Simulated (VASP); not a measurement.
# A VASP study of FeSi2 (Linzhiite) (rev-vdW-DF2 + U): structure first, properties next, part 10 of 10

Wanted: the relaxed cell of FeSi2 (Linzhiite) and its properties. The start is a cell from a database of measured crystal structures.

VASP 6.6.1, plane waves and PAW; the level of theory is named at each step.

Still holding for the runs below: The magnetic order is the lowest of the few collinear ones that converged above; longer or canted patterns were not tried. The cell is doubled for it, so bands and modes from the zone boundary of the chemical cell fold onto Γ and the labels are those of the larger cell.

So far, pressure (GPa): step 2 (magnetic order: ferromagnetic) 12.1; step 8 (second relaxation) 0.0346; step 9 (density, ELF and potential (rev-vdW-DF2 + U)) 0.0215; step 10 (bands along the symmetry lines (rev-vdW-DF2 + U)) 0.0260; step 11 (density of states (rev-vdW-DF2 + U)) -0.240. The relaxed cell has a = 2.746, c = 5.233 Å (conventional setting).

### 12. Zone-centre phonons (rev-vdW-DF2 + U)

Level of this step: rev-vdW-DF2, DFT+U (Fe d 5 eV), spin-polarised from an antiferromagnetic start; plane waves and PAW (Fe, Si) (VASP).

Zone-centre modes test whether the atoms sit at a minimum within this cell. IBRION = 6 takes the force constants from differences of forces between displaced cells, so the forces must be tight.

INCAR

```
SYSTEM = FeSi2
PREC = Accurate
ENCUT = 400
EDIFF = 1E-08
NELM = 100
ISMEAR = 1
SIGMA = 0.2
LREAL = .FALSE.
ALGO = Normal
GGA = MK
AGGAC = 0
LUSE_VDW = .TRUE.
PARAM1 = 0.1234
PARAM2 = 0.711357
ZAB_VDW = -1.8867
LASPH = .TRUE.
NBANDS = 25
ISPIN = 2
MAGMOM = 2.139 -2.139 0 0 0 0
LDAU = .TRUE.
LDAUTYPE = 2
LDAUL = 2 -1
LDAUU = 5 0
LDAUJ = 0 0
LDAUPRINT = 1
LMAXMIX = 4
LORBIT = 11
LWAVE = .FALSE.
LCHARG = .FALSE.
KPAR = 8
IBRION = 6
NFREE = 2
POTIM = 0.015
ISIF = 2
NSW = 1
```

POSCAR

```
FeSi2
1.0
    5.4929873588      0.0000000000      0.0000000000
    2.7464936794      2.7464936794      0.0000000000
    0.0000000000      0.0000000000      5.2326727379
Fe Si
2 4
Direct
    0.0000000000      0.5000000000      0.0000000000
    0.5000000000      0.5000000000      0.0000000000
    0.0000000000      0.0000000000      0.2754342309
    0.5000000000      0.0000000000      0.2754342309
    0.0000000000      0.0000000000      0.7245657691
    0.5000000000      0.0000000000      0.7245657691
```

KPOINTS

```
Automatic mesh
0
Gamma
11 11 6
0 0 0
```

The projector-augmented-wave data sets are Fe and Si (PBE family, release 64).

Launch:

```sh
$ mpirun -np 8 vasp_std
```

The log of the run:

```text
[... set-up lines as in an earlier step ...]
 entering main loop
       N       E                     dE             d eps       ncg     rms          rms(c)
DAV:   1     0.170730038972E+03    0.17073E+03   -0.11012E+04  8400   0.104E+03
DAV:   2    -0.128088913744E+02   -0.18354E+03   -0.17004E+03  8420   0.252E+02
DAV:   3    -0.235494840537E+02   -0.10741E+02   -0.10170E+02 10980   0.726E+01
DAV:   4    -0.239419015253E+02   -0.39242E+00   -0.38965E+00 10733   0.132E+01
DAV:   5    -0.239570814126E+02   -0.15180E-01   -0.15165E-01 11751   0.248E+00    0.215E+01
DAV:   6    -0.272463303283E+02   -0.32892E+01   -0.34122E+01 11698   0.107E+02    0.230E+01
DAV:   7    -0.221519627022E+02    0.50944E+01   -0.18345E+01 11081   0.895E+01    0.745E+00
DAV:   8    -0.226255022799E+02   -0.47354E+00   -0.19759E+00 12588   0.103E+01    0.483E+00
DAV:   9    -0.226430346071E+02   -0.17532E-01   -0.20693E-01 14091   0.814E+00    0.201E+00
DAV:  10    -0.226760297619E+02   -0.32995E-01   -0.93267E-02 14745   0.431E+00    0.768E-01
DAV:  11    -0.227079272936E+02   -0.31898E-01   -0.39103E-02 13893   0.209E+00    0.426E-01
DAV:  12    -0.227213080486E+02   -0.13381E-01   -0.13847E-02 13781   0.159E+00    0.327E-01
DAV:  13    -0.227324667466E+02   -0.11159E-01   -0.22349E-02 14546   0.199E+00    0.186E-01
DAV:  14    -0.227351667776E+02   -0.27000E-02   -0.59319E-03 13571   0.664E-01    0.112E-01
DAV:  15    -0.227356790483E+02   -0.51227E-03   -0.74425E-04 13789   0.371E-01    0.493E-02
DAV:  16    -0.227357967020E+02   -0.11765E-03   -0.42932E-04 13503   0.199E-01    0.269E-02
DAV:  17    -0.227358203006E+02   -0.23599E-04   -0.26923E-05  9558   0.451E-02    0.147E-02
DAV:  18    -0.227358290421E+02   -0.87415E-05   -0.75291E-06 13863   0.382E-02    0.478E-03
DAV:  19    -0.227358270020E+02    0.20401E-05   -0.41042E-06 13226   0.196E-02    0.201E-03
DAV:  20    -0.227358254316E+02    0.15704E-05   -0.79839E-07 13540   0.912E-03    0.113E-03
DAV:  21    -0.227358254088E+02    0.22783E-07   -0.48862E-08 10034   0.242E-03    0.506E-04
DAV:  22    -0.227358254381E+02   -0.29283E-07   -0.36210E-09  4920   0.103E-03    0.137E-04
DAV:  23    -0.227358253618E+02    0.76308E-07   -0.23103E-09  4767   0.640E-04    0.969E-05
DAV:  24    -0.227358253607E+02    0.11262E-08   -0.61900E-10  4714   0.236E-04
   1 F= -.22735825E+02 E0= -.22737005E+02  d E =0.353973E-02  mag=    -0.0000
 Found     4 degrees of freedom:
 Finite differences POTIM= 0.01500 DOF=   4
 bond charge predicted
       N       E                     dE             d eps       ncg     rms          rms(c)
DAV:   1    -0.227305991700E+02    0.52262E-02   -0.94281E-01 14566   0.464E+00    0.515E-01
DAV:   2    -0.227338191716E+02   -0.32200E-02   -0.76637E-03 17658   0.732E-01    0.257E-01
DAV:   3    -0.227344228270E+02   -0.60366E-03   -0.65274E-04 22429   0.422E-01    0.107E-01
DAV:   4    -0.227344341267E+02   -0.11300E-04   -0.32590E-04 20997   0.488E-01    0.993E-02
DAV:   5    -0.227344134026E+02    0.20724E-04   -0.17361E-04 21924   0.321E-01    0.352E-02
DAV:   6    -0.227344108629E+02    0.25396E-05   -0.49042E-05 21183   0.133E-01    0.127E-02
DAV:   7    -0.227344112960E+02   -0.43304E-06   -0.55523E-06 20853   0.375E-02    0.434E-03
DAV:   8    -0.227344113126E+02   -0.16640E-07   -0.45391E-07 19924   0.524E-03    0.236E-03
DAV:   9    -0.227344113995E+02   -0.86886E-07   -0.11716E-07 21027   0.397E-03    0.845E-04
DAV:  10    -0.227344113839E+02    0.15592E-07   -0.22167E-08 12053   0.199E-03    0.331E-04
DAV:  11    -0.227344113753E+02    0.85840E-08   -0.42731E-09  8101   0.765E-04
   2 F= -.22734411E+02 E0= -.22735593E+02  d E =0.354368E-02  mag=    -0.0001
[...]
3 F= -.22734411E+02 E0= -.22735593E+02  d E =0.354376E-02  mag=    -0.0001
[...]
4 F= -.22734948E+02 E0= -.22736129E+02  d E =0.354341E-02  mag=    -0.0001
[...]
5 F= -.22734948E+02 E0= -.22736129E+02  d E =0.354342E-02  mag=    -0.0001
[...]
6 F= -.22735265E+02 E0= -.22736445E+02  d E =0.354172E-02  mag=     0.0000
[...]
7 F= -.22735265E+02 E0= -.22736445E+02  d E =0.354180E-02  mag=     0.0000
[...]
8 F= -.22734689E+02 E0= -.22735891E+02  d E =0.360861E-02  mag=    -0.0000
 Finite differences progress:
  Degree of freedom:   4/  4
  Displacement:        1/  2
  Total:               7/  8
 bond charge predicted
       N       E                     dE             d eps       ncg     rms          rms(c)
DAV:   1    -0.227324679387E+02    0.22206E-02   -0.20142E-01  8484   0.227E+00    0.240E-01
DAV:   2    -0.227338447208E+02   -0.13768E-02   -0.14747E-02 12123   0.140E+00    0.195E-01
DAV:   3    -0.227337964156E+02    0.48305E-04   -0.15941E-03 11629   0.680E-01    0.947E-02
DAV:   4    -0.227337749468E+02    0.21469E-04   -0.34503E-04 13520   0.334E-01    0.396E-02
DAV:   5    -0.227337980834E+02   -0.23137E-04   -0.10308E-04 13500   0.843E-02    0.234E-02
DAV:   6    -0.227338023867E+02   -0.43032E-05   -0.10969E-05 11968   0.328E-02    0.154E-02
DAV:   7    -0.227338071673E+02   -0.47806E-05   -0.10967E-05 13555   0.463E-02    0.729E-03
DAV:   8    -0.227338079867E+02   -0.81939E-06   -0.25719E-06 12741   0.140E-02    0.394E-03
DAV:   9    -0.227338078741E+02    0.11261E-06   -0.13835E-06 13799   0.143E-02    0.236E-03
DAV:  10    -0.227338076421E+02    0.23195E-06   -0.13656E-06 13342   0.121E-02    0.145E-03
DAV:  11    -0.227338073916E+02    0.25054E-06   -0.63024E-07 13926   0.887E-03    0.926E-04
DAV:  12    -0.227338072943E+02    0.97270E-07   -0.21545E-07 13490   0.509E-03    0.617E-04
DAV:  13    -0.227338073133E+02   -0.19002E-07   -0.80638E-08 11719   0.323E-03    0.367E-04
DAV:  14    -0.227338073997E+02   -0.86394E-07   -0.64235E-08 10718   0.270E-03    0.191E-04
DAV:  15    -0.227338074474E+02   -0.47673E-07   -0.13216E-08  5452   0.912E-04    0.116E-04
DAV:  16    -0.227338074704E+02   -0.23063E-07   -0.31263E-09  4566   0.493E-04    0.774E-05
DAV:  17    -0.227338074915E+02   -0.21027E-07   -0.19757E-09  4522   0.376E-04    0.471E-05
DAV:  18    -0.227338075119E+02   -0.20417E-07   -0.14558E-09  4514   0.285E-04    0.234E-05
DAV:  19    -0.227338075222E+02   -0.10333E-07   -0.46284E-10  4461   0.177E-04    0.176E-05
DAV:  20    -0.227338075236E+02   -0.13836E-08   -0.13363E-10  4445   0.934E-05
   9 F= -.22733808E+02 E0= -.22734947E+02  d E =0.341967E-02  mag=    -0.0000
 Finite differences progress:
  Degree of freedom:   4/  4
  Displacement:        2/  2
  Total:               8/  8
```

It took 11 min on 8 MPI ranks of Intel Xeon 6975P-C (Granite Rapids), shared host; peak memory 7.1 GiB; 88 min of CPU time.

From OUTCAR (step 12):

```text
   k-points           NKPTS =     84   k-points in BZ     NKDIM =     84   number of bands    NBANDS=     25

   NELECT =      32.0000    total number of electrons

atom =   1  type =  1  l = 2

 onsite density matrix

spin component  1

  0.8632  0.0000  0.0004  0.0000 -0.0000
  0.0000  0.8804 -0.0000 -0.0006  0.0000
  0.0004 -0.0000  0.8895 -0.0000  0.0000
  0.0000 -0.0006 -0.0000  0.8804  0.0000
 -0.0000  0.0000  0.0000  0.0000  0.8671

spin component  2

  0.7816 -0.0000 -0.0005 -0.0000  0.0000
 -0.0000  0.6099  0.0000  0.0028 -0.0000
 -0.0005  0.0000  0.2115  0.0000 -0.0000
 -0.0000  0.0028  0.0000  0.6099 -0.0000
  0.0000 -0.0000 -0.0000 -0.0000  0.1206

 occupancies and eigenvectors

  o =  0.1206  v =  0.0000  0.0000  0.0000  0.0000  0.0000  0.0000 -0.0000 -0.0000 -0.0000 -1.0000      0.0000  0.0000  0.0000  0.0000  0.0000  0.0000  0.0000  0.0000  0.0000  0.0000
  o =  0.2115  v =  0.0000  0.0000  0.0000  0.0000  0.0000  0.0009 -0.0000  1.0000 -0.0000 -0.0000      0.0000  0.0000  0.0000  0.0000  0.0000  0.0000  0.0000  0.0000  0.0000  0.0000
  o =  0.6071  v =  0.0000  0.0000  0.0000  0.0000  0.0000 -0.0000  0.7071  0.0000 -0.7071 -0.0000      0.0000  0.0000  0.0000  0.0000  0.0000  0.0000  0.0000  0.0000  0.0000  0.0000
  o =  0.6127  v =  0.0000  0.0000  0.0000  0.0000  0.0000 -0.0000 -0.7071 -0.0000 -0.7071  0.0000      0.0000  0.0000  0.0000  0.0000  0.0000  0.0000  0.0000  0.0000  0.0000  0.0000
  o =  0.7816  v =  0.0000  0.0000  0.0000  0.0000  0.0000 -1.0000  0.0000  0.0009  0.0000 -0.0000      0.0000  0.0000  0.0000  0.0000  0.0000  0.0000  0.0000  0.0000  0.0000  0.0000
  o =  0.8632  v =  0.9999 -0.0000 -0.0148 -0.0000  0.0000  0.0000  0.0000  0.0000  0.0000  0.0000      0.0000  0.0000  0.0000  0.0000  0.0000  0.0000  0.0000  0.0000  0.0000  0.0000
  o =  0.8671  v = -0.0000 -0.0000 -0.0000 -0.0000  1.0000  0.0000  0.0000  0.0000  0.0000  0.0000      0.0000  0.0000  0.0000  0.0000  0.0000  0.0000  0.0000  0.0000  0.0000  0.0000
  o =  0.8797  v =  0.0000  0.7071  0.0000  0.7071  0.0000  0.0000  0.0000  0.0000  0.0000  0.0000      0.0000  0.0000  0.0000  0.0000  0.0000  0.0000  0.0000  0.0000  0.0000  0.0000
  o =  0.8810  v = -0.0000  0.7071  0.0000 -0.7071  0.0000  0.0000  0.0000  0.0000  0.0000  0.0000      0.0000  0.0000  0.0000  0.0000  0.0000  0.0000  0.0000  0.0000  0.0000  0.0000
  o =  0.8895  v = -0.0148  0.0000 -0.9999 -0.0000 -0.0000  0.0000  0.0000  0.0000  0.0000  0.0000      0.0000  0.0000  0.0000  0.0000  0.0000  0.0000  0.0000  0.0000  0.0000  0.0000

atom =   2  type =  1  l = 2

 onsite density matrix

spin component  1

  0.7816 -0.0000  0.0005  0.0000 -0.0000
 -0.0000  0.6099 -0.0000 -0.0028  0.0000
  0.0005 -0.0000  0.2115  0.0000 -0.0000
  0.0000 -0.0028  0.0000  0.6099 -0.0000
 -0.0000  0.0000 -0.0000 -0.0000  0.1206

spin component  2

  0.8632  0.0000 -0.0004 -0.0000  0.0000
  0.0000  0.8804  0.0000  0.0006 -0.0000
 -0.0004  0.0000  0.8895 -0.0000  0.0000
 -0.0000  0.0006 -0.0000  0.8804  0.0000
  0.0000 -0.0000  0.0000  0.0000  0.8671

 occupancies and eigenvectors

  o =  0.1206  v =  0.0000 -0.0000  0.0000  0.0000  1.0000  0.0000  0.0000  0.0000  0.0000  0.0000      0.0000  0.0000  0.0000  0.0000  0.0000  0.0000  0.0000  0.0000  0.0000  0.0000
  o =  0.2115  v =  0.0009 -0.0000 -1.0000  0.0000  0.0000  0.0000  0.0000  0.0000  0.0000  0.0000      0.0000  0.0000  0.0000  0.0000  0.0000  0.0000  0.0000  0.0000  0.0000  0.0000
  o =  0.6071  v =  0.0000 -0.7071  0.0000 -0.7071 -0.0000  0.0000  0.0000  0.0000  0.0000  0.0000      0.0000  0.0000  0.0000  0.0000  0.0000  0.0000  0.0000  0.0000  0.0000  0.0000
  o =  0.6127  v = -0.0000 -0.7071  0.0000  0.7071 -0.0000  0.0000  0.0000  0.0000  0.0000  0.0000      0.0000  0.0000  0.0000  0.0000  0.0000  0.0000  0.0000  0.0000  0.0000  0.0000
  o =  0.7816  v = -1.0000  0.0000 -0.0009 -0.0000  0.0000  0.0000  0.0000  0.0000  0.0000  0.0000      0.0000  0.0000  0.0000  0.0000  0.0000  0.0000  0.0000  0.0000  0.0000  0.0000
[...]
4.119741  1.373247  0.000000    -0.071910   -0.495717    0.000000
      0.000000  0.000000  1.441257     0.050664    0.349257   -0.000000
      2.746494  0.000000  1.441257     0.050664    0.349257    0.000000
      0.000000  0.000000  3.791416     0.050664    0.349257   -0.000000
      2.746494  0.000000  3.791416     0.050664    0.349257    0.000000

   9 f  =    7.337749 THz    46.104436 2PiTHz  244.760957 cm-1    30.346477 meV
             X         Y         Z           dx          dy          dz
      1.373247  1.373247  0.000000     0.000000    0.000000    0.000000
      4.119741  1.373247  0.000000     0.000000   -0.000000   -0.000000
      0.000000  0.000000  1.441257    -0.444545    0.228867    0.000000
      2.746494  0.000000  1.441257     0.444545   -0.228867   -0.000000
      0.000000  0.000000  3.791416     0.444545   -0.228867    0.000000
      2.746494  0.000000  3.791416    -0.444545    0.228867   -0.000000

  10 f  =    7.337749 THz    46.104436 2PiTHz  244.760957 cm-1    30.346477 meV
             X         Y         Z           dx          dy          dz
      1.373247  1.373247  0.000000     0.000000   -0.000000    0.000000
      4.119741  1.373247  0.000000     0.000000   -0.000000   -0.000000
      0.000000  0.000000  1.441257    -0.228867   -0.444545   -0.000000
      2.746494  0.000000  1.441257     0.228867    0.444545    0.000000
      0.000000  0.000000  3.791416     0.228867    0.444545   -0.000000
      2.746494  0.000000  3.791416    -0.228867   -0.444545    0.000000

  11 f  =    6.764019 THz    42.499582 2PiTHz  225.623374 cm-1    27.973721 meV
             X         Y         Z           dx          dy          dz
      1.373247  1.373247  0.000000     0.300155   -0.310817   -0.000000
      4.119741  1.373247  0.000000    -0.300155    0.310817   -0.000000
      0.000000  0.000000  1.441257    -0.284707    0.274940   -0.000000
      2.746494  0.000000  1.441257     0.284707   -0.274940    0.000000
      0.000000  0.000000  3.791416    -0.284707    0.274940   -0.000000
      2.746494  0.000000  3.791416     0.284707   -0.274940    0.000000

  12 f  =    6.764019 THz    42.499582 2PiTHz  225.623374 cm-1    27.973721 meV
             X         Y         Z           dx          dy          dz
      1.373247  1.373247  0.000000     0.310817    0.300155   -0.000000
      4.119741  1.373247  0.000000    -0.310817   -0.300155    0.000000
      0.000000  0.000000  1.441257     0.274940    0.284707   -0.000000
      2.746494  0.000000  1.441257    -0.274940   -0.284707    0.000000
      0.000000  0.000000  3.791416     0.274940    0.284707   -0.000000
      2.746494  0.000000  3.791416    -0.274940   -0.284707    0.000000

  13 f  =    6.203405 THz    38.977142 2PiTHz  206.923309 cm-1    25.655209 meV
             X         Y         Z           dx          dy          dz
      1.373247  1.373247  0.000000     0.000000    0.000000   -0.000000
      4.119741  1.373247  0.000000     0.000000   -0.000000    0.000000
      0.000000  0.000000  1.441257    -0.483372   -0.127873    0.000000
      2.746494  0.000000  1.441257    -0.483372   -0.127873    0.000000
      0.000000  0.000000  3.791416     0.483372    0.127873    0.000000
      2.746494  0.000000  3.791416     0.483372    0.127873    0.000000
    [... 42 further lines ...]
      2.746494  0.000000  1.441257    -0.318581    0.154788   -0.000000
      0.000000  0.000000  3.791416    -0.318581    0.154788   -0.000000
      2.746494  0.000000  3.791416    -0.318581    0.154788   -0.000000

 ELASTIC MODULI CONTR FROM IONIC RELAXATION (kBar)
 Direction    XX          YY          ZZ          XY          YZ          ZX
 --------------------------------------------------------------------------------
 XX         -43.1510    -43.1510    128.5727      0.0000      0.0000      0.0000
 YY         -43.1510    -43.1510    128.5727      0.0000      0.0000      0.0000
 ZZ         128.5727    128.5727   -383.0953      0.0000     -0.0000     -0.0000
 XY           0.0000      0.0000      0.0000      0.0000      0.0000      0.0000
 YZ           0.0000      0.0000     -0.0000      0.0000   -274.3385      0.0000
 ZX           0.0000      0.0000     -0.0000      0.0000      0.0000   -274.2158
 --------------------------------------------------------------------------------

 magnetization (x)
# of ion       s       p       d       tot
------------------------------------------
    1        0.024   0.048   2.045   2.117
    2       -0.024  -0.048  -2.045  -2.117
    3        0.000   0.000   0.000   0.000
    4        0.000   0.000   0.000   0.000
    5        0.000   0.000   0.000   0.000
    6        0.000   0.000   0.000   0.000
--------------------------------------------------
tot          0.000   0.000  -0.000  -0.000

[... 6 parts as in an earlier step ...]

[... 15 further parts left out ...]
[key lines of the parts left out:]
E-fermi :   9.5196
```

The last energy, forces, stress and levels in OUTCAR belong to the last displaced cell, not to the cell of POSCAR. A U on the itinerant d states of such a compound is hard to justify; it moves the bands at the Fermi level.

Numbers from this step:

* bands: 25
* irreducible k-points: 84
* pressure of the cell: -0.3639 GPa
* largest force of the cell: 0.02937 eV/Å

Modes at Γ, with each element's share of the kinetic energy:

```csv
mode,frequency (cm⁻¹),Fe %,Si %
1,-0.1,50,50
2,-0.1,50,50
3,-0.1,50,50
4,168.2,100,0
5,206.9,0,100
6,206.9,0,100
7,225.6,37,63
8,225.6,37,63
9,244.8,0,100
10,244.8,0,100
11,250.7,50,50
12,250.7,50,50
13,268.5,0,100
14,310.3,50,50
15,349.7,63,37
16,349.7,63,37
17,455.5,0,100
18,465.5,0,100
```

Displacements in mode 4 (168.2 cm⁻¹), the largest set to 1:
```
Fe1  0.00  0.00 -1.00
Fe2  0.00  0.00  1.00
Si3  0.00  0.00  0.00
Si4  0.00  0.00  0.00
Si5  0.00  0.00  0.00
Si6  0.00  0.00  0.00
```

Displacements in mode 5 (206.9 cm⁻¹), the largest set to 1:
```
Fe1  0.00  0.00  0.00
Fe2  0.00  0.00  0.00
Si3 -0.26  1.00  0.00
Si4 -0.26  1.00  0.00
Si5  0.26 -1.00  0.00
Si6  0.26 -1.00  0.00
```

The three acoustic modes lie within 0.1 cm⁻¹ of zero, and all others are real.

### 13. Summary of results

| Item | Value |
| --- | --- |
| relaxed volume | 13.16 Å³/atom |
| relaxed conventional cell a, b, c | 2.746, 2.746, 5.233 Å |
| space group after relaxing, within 0.02 Å | P4/mmm (No. 123) |
| moment of the cell (12×12×7 mesh) | 0 μB |
| largest site moment (12×12×7 mesh) | 2.13 μB on Fe1 |
| band gap | none, a metal |
| DOS at the Fermi level, cell of 6 atoms | 1.43 states/eV/cell |
| highest zone-centre mode | 466 cm⁻¹ |

With rev-vdW-DF2 + U, FeSi2 (Linzhiite) relaxes to 13.16 Å³/atom in space group P4/mmm, comes out as a metal and keeps moments of up to 2.13 μB (12×12×7 mesh). Against the listed cell the volume lies +5.5 % (a +1.9 %, c +1.7 %). Of 4 collinear starts at rev-vdW-DF2 + U, the lowest ends antiferromagnetic, q = (1/2, 1/2, 0). Bands along the symmetry lines (rev-vdW-DF2 + U): Of the bands kept, 2 cross the Fermi level on this path. Zone-centre phonons (rev-vdW-DF2 + U): The highest mode in this list at Γ, 465.5 cm⁻¹, is mostly motion of Si (100 % of the kinetic energy). Only a few collinear orders were tried, on the cell as listed. Modes at Γ alone can't show that the crystal is stable at other wave vectors. In such a metal, moments, volume and the states at the Fermi level hinge on the chosen U. No search among competing phases was made, and a listed structure need not be the one stable at ambient conditions. All values are for a static lattice at zero temperature.

[Lines on the potential files, build, host, timing and source positions are cut from VASP's logs without a mark.]

[Logs are printed without paths, hosts, clocks, repeated set-up lines and the standing remarks that a program may print on its own settings, such as how far it seeks lower states.]

[Hosts, paths, dates, database ids (printed as entryN), source tags and the programs' standing remarks are cut or masked in the printed files.]

[A measured line is paired with the nearest computed mode of its activity, which favours agreement.]
